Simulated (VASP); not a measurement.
An input for Ansatz (written as the equivalent of a VASP run, and not itself run):

Ansatz 0.2 input:
```yaml
crystal:
  lattice:
    - [0.0000000, 2.8192172, 2.8192172]
    - [2.8192172, 0.0000000, 2.8192172]
    - [2.8192172, 2.8192172, 0.0000000]
  atoms:
    - { symbol: Te, position: [1.0000000, 1.0000000, 0.0000000] }
    - { symbol: Ti, position: [0.5000000, 0.5000000, 0.5000000] }
kpoints:
  mp_grid: { grid: [10, 10, 10] }
hamiltonian:
  xc: r2scan
  pseudopotentials: { kind: paw }
scf:
  occupations: { method: methfessel_paxton, width: 0.1 }
  max_iter: 100
output: { forces: true, stress: true, eigenvalues: true }
```

Problem. Write the VASP files for the same calculation (r2SCAN).

Solution. This is not unique; one that fits is 
**INCAR**
```
SIGMA=0.1   ! width (eV)
LMAXMIX=4
ISIF=2   ! forces and stress, cell fixed
LMIXTAU=T
NELM=100
PREC=Accurate
ALGO=Normal   ! blocked Davidson
SYSTEM=TiTe
ISMEAR=1   ! Methfessel-Paxton
EDIFF=1E-7
ENCUT=480   ! plane-wave cut-off (eV)
LASPH=T   ! aspherical one-centre terms
LWAVE=F
LREAL=F   ! projection in real space or not
METAGGA=R2SCAN
LCHARG=F
```

**POSCAR**
```
TiTe
1
   -0.0000000000     2.8192171736     2.8192171736
    2.8192171736    -0.0000000000     2.8192171736
    2.8192171736     2.8192171736     0.0000000000
Te Ti
1 1
Direct
  1.0000000000   1.0000000000   0.0000000000
  0.5000000000   0.5000000000   0.5000000000
```

File KPOINTS:
```
Automatic mesh
0
Gamma
10 10 10
0 0 0
```

POTCAR, in this order: Te Ti_sv (PBE.64 set). Program: vasp_std.

The two are equivalent in intent, not identical: each code has its own PAW files, so the cut-off isn't converted (ENCUT is set for VASP's; basis.ecutwfc is left out, and Ansatz then takes the one that its files recommend); Ansatz stops its SCF on the density residual and VASP on the energy change (EDIFF).

The structure was generated: TiTe was put into the rocksalt type (Fm-3m), which need not be its known phase. It was relaxed first, which changed the volume by -12 %.
